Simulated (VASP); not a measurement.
BaSb12Ru4:

```
Ba Sb Ru
1.0
    -4.69038    4.69038    4.69038
     4.69038   -4.69038    4.69038
     4.69038    4.69038   -4.69038
Ba Sb Ru
1 12 4
Direct
  0.00000 0.00000 0.00000
  0.15991 0.65552 0.81543
  0.15991 0.34448 0.50439
  0.81543 0.15991 0.65552
  0.65552 0.49561 0.84009
  0.49561 0.84009 0.65552
  0.34448 0.18457 0.84009
  0.50439 0.15991 0.34448
  0.34448 0.50439 0.15991
  0.65552 0.81543 0.15991
  0.18457 0.84009 0.34448
  0.84009 0.65552 0.49561
  0.84009 0.34448 0.18457
  0.00000 0.00000 0.50000
  0.50000 0.00000 0.00000
  0.00000 0.50000 0.00000
  0.50000 0.50000 0.50000
```

The cell comes from a database or a generator and needn't be the stable form of this composition.

| Quantity | Value |
| --- | --- |
| Program | VASP 6.6.1 |
| Task | relaxation of cell and atoms |
| Functional | PBEsol |
| Potentials or basis | VASP PAW PBE potentials, release 64 (Ba_sv, Sb, Ru_pv) |
| Cutoff | 600 eV |
| k mesh | 6 × 6 × 6 |
| Occupations | methfessel-paxton, width 0.1 eV |
| Spin | no spin polarisation |

At the start: pressure -2.4 GPa; volume 24.28 Å³/atom.

Problem. How do energy, volume and symmetry change on relaxing?

Solution. Over 6 steps the energy falls by 4.8 meV/atom and the volume is 23.71 Å³/atom (-2.3 %); space group Im-3 (No. 204, to 0.05 Å).

Step by step:
| step | energy change (eV) | largest force (eV/Å) | pressure (GPa) | volume (Å³) |
| --- | --- | --- | --- | --- |
| 1 | 0.0000 | 0.1552 | -2.37 | 412.75 |
| 2 | 0.0339 | 0.0271 | 3.28 | 391.64 |
| 3 | -0.0782 | 0.0800 | 0.03 | 402.92 |
| 4 | -0.0782 | 0.0785 | 0.09 | 402.72 |
| 5 | -0.0807 | 0.0363 | 0.07 | 402.92 |
| 6 | -0.0814 | 0.0087 | 0.05 | 403.11 |

Final structure:
```
Ba Sb Ru
1.0
    -4.65359    4.65359    4.65359
     4.65359   -4.65359    4.65359
     4.65359    4.65359   -4.65359
Ba Sb Ru
1 12 4
Direct
  0.00000 0.00000 0.00000
  0.16065 0.65635 0.81700
  0.16065 0.34365 0.50430
  0.81700 0.16065 0.65635
  0.65635 0.49570 0.83935
  0.49570 0.83935 0.65635
  0.34365 0.18300 0.83935
  0.50430 0.16065 0.34365
  0.34365 0.50430 0.16065
  0.65635 0.81700 0.16065
  0.18300 0.83935 0.34365
  0.83935 0.65635 0.49570
  0.83935 0.34365 0.18300
  0.00000 0.00000 0.50000
  0.50000 0.00000 0.00000
  0.00000 0.50000 0.00000
  0.50000 0.50000 0.50000
```

Caveat: the PAW data sets were made with another functional, which shifts forces and pressure a little.
